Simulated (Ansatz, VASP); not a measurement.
## Al5Cl: VASP beside Ansatz

```xyz
6
Lattice="0.0000 3.8858 3.8858 3.8858 0.0000 3.8858 3.8858 3.8858 0.0000" Properties=species:S:1:pos:R:3 pbc="T T T"
Al    4.8551    2.9166    2.9166
Al    4.8551    4.8551    4.8551
Al    2.9166    4.8551    2.9166
Al    2.9166    2.9166    4.8551
Al    1.9429    1.9429    1.9429
Cl    0.0000    0.0000    0.0000
```

Change from the starting cell: species swapped into the TmCu5 type (F-43m, No. 216).

Alike in both runs: functional PBE; k mesh 4 × 4 × 4; occupations gaussian, width 0.1 eV; no spin polarisation.

Ansatz relaxed the structure, and its values are those at the end. VASP's run is a single point on that final structure, the one shown.

```csv
,VASP,Ansatz
version,VASP 6.6.1,Ansatz 0.2.0
potentials or method,"VASP PAW PBE potentials, release 64 (Al, Cl)","scalar-relativistic, plane waves, PAW"
plane-wave cutoff (eV),520,420
valence electrons in the cell,22,22
```

```tsv
	VASP	Ansatz	Ansatz less VASP
gap on the k mesh at the Fermi level (eV)	none	none	-
pressure (GPa)	0.0	0.0	+0.03
```

A gap of «none» marks a metal or a gap that the smearing closes. With one functional, cell and mesh, what is left measures potentials, basis and numerics.
